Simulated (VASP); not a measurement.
All values below come from vdW-DF-cx, VASP's PBE PAW potentials (set 64) (plane waves; VASP 6.6.1).

VASP input:

**KPOINTS**
```
kpoints
0
Gamma
 11 11 4
0 0 0
```

POSCAR:
```
BN
2.5141890
  0.4999998566  -0.8660253120   0.0000000000
  0.4999998566   0.8660253120   0.0000000000
  0.0000000000   0.0000000000   2.5490637891
B N
2 2
direct
  0.3333330000   0.6666670000   0.2500000000
  0.6666670000   0.3333330000   0.7500000000
  0.6666670000   0.3333330000   0.2500000000
  0.3333330000   0.6666670000   0.7500000000
```

**INCAR**
```
! general
SYSTEM   = BN
PREC     = Accurate
ENCUT    = 520
LREAL    = .FALSE.
LASPH    = .TRUE.

! electronic loop
EDIFF    = 1E-7
NELM     = 100
ALGO     = Normal

! smearing
ISMEAR   = -5

! functional
GGA      = CX
LUSE_VDW = .TRUE.
AGGAC    = 0.0

! ions
ISIF     = 2

! output
LWAVE    = .FALSE.
LCHARG   = .TRUE.
LORBIT   = 11
NEDOS    = 601

! other
LEFG     = .TRUE.
```

POTCAR, in this order: B N (PBE.64 set). Program: vasp_std.

Output

**OSZICAR**
```
       N       E                     dE             d eps       ncg     rms          rms(c)
DAV:   1     0.658862209233E+02    0.65886E+02   -0.83470E+03  1160   0.123E+03
DAV:   2    -0.305667453209E+02   -0.96453E+02   -0.89808E+02  1664   0.266E+02
DAV:   3    -0.346529471843E+02   -0.40862E+01   -0.40655E+01  1448   0.580E+01
DAV:   4    -0.346917067972E+02   -0.38760E-01   -0.38734E-01  1420   0.615E+00
DAV:   5    -0.346922534696E+02   -0.54667E-03   -0.54661E-03  1444   0.722E-01    0.112E+01
DAV:   6    -0.316692936898E+02    0.30230E+01   -0.80366E+00  1308   0.231E+01    0.505E+00
DAV:   7    -0.314430867015E+02    0.22621E+00   -0.44670E-01  1448   0.582E+00    0.311E+00
DAV:   8    -0.313762962220E+02    0.66790E-01   -0.24072E-01  1364   0.377E+00    0.383E-01
DAV:   9    -0.313735316448E+02    0.27646E-02   -0.91538E-03  1396   0.875E-01    0.154E-01
DAV:  10    -0.313742638141E+02   -0.73217E-03   -0.12483E-03  1360   0.299E-01    0.350E-02
DAV:  11    -0.313743400887E+02   -0.76275E-04   -0.17168E-04  1468   0.117E-01    0.214E-02
DAV:  12    -0.313743387845E+02    0.13041E-05   -0.36272E-05  1384   0.539E-02    0.253E-03
DAV:  13    -0.313743391312E+02   -0.34661E-06   -0.96167E-07  1460   0.971E-03    0.886E-04
DAV:  14    -0.313743392218E+02   -0.90601E-07   -0.15362E-07  1296   0.316E-03
   1 F= -.31374339E+02 E0= -.31374339E+02  d E =0.000000E+00
```

File OUTCAR:
```
------------------------ aborting loop because EDIFF is reached ----------------------------------------
  FORCE on cell =-STRESS in cart. coord.  units (eV):
  Direction    XX          YY          ZZ          XY          YZ          ZX
  --------------------------------------------------------------------------------------
  Total       -0.0118815     -0.0118815     -0.0093531      0.0000000      0.0000000      0.0000000
  in kB       -0.5425968     -0.5425970     -0.4271301      0.0000000      0.0000000      0.0000000
  external PRESSURE =      -0.5041080 kB  Pullay stress =       0.0000000 kB
  volume of cell :       35.08
      direct lattice vectors                 reciprocal lattice vectors
     1.257094139 -2.177351313  0.000000000     0.397742686 -0.229636806  0.000000000
     1.257094139  2.177351313  0.000000000     0.397742686  0.229636806  0.000000000
     0.000000000  0.000000000  6.408828139     0.000000000  0.000000000  0.156034766
  FREE ENERGIE OF THE ION-ELECTRON SYSTEM (eV)
  ---------------------------------------------------
  free  energy   TOTEN  =       -31.3743392218 eV

  energy  without entropy=      -31.3743392218  energy(sigma->0) =      -31.37433922

 total charge

# of ion       s       p       d       tot
------------------------------------------
    1        0.738   1.402   0.000   2.140
    2        0.738   1.402   0.000   2.140
    3        1.221   2.789   0.000   4.010
    4        1.221   2.789   0.000   4.010
--------------------------------------------------
tot          3.919   8.382   0.000  12.301

 Electric field gradients after diagonalization (V/A^2)
 (convention: |V_zz| > |V_xx| > |V_yy|)
----------------------------------------------------------------------
 ion       V_xx      V_yy      V_zz     asymmetry (V_yy - V_xx)/ V_zz
----------------------------------------------------------------------
   1     -17.529   -17.528    35.057       0.000
   2     -17.529   -17.528    35.057       0.000
   3      -1.467    -1.466     2.933       0.001
   4      -1.467    -1.466     2.933       0.000
```
(Selected blocks of OUTCAR.)

The compound is BN in the hex structure. It was relaxed first.
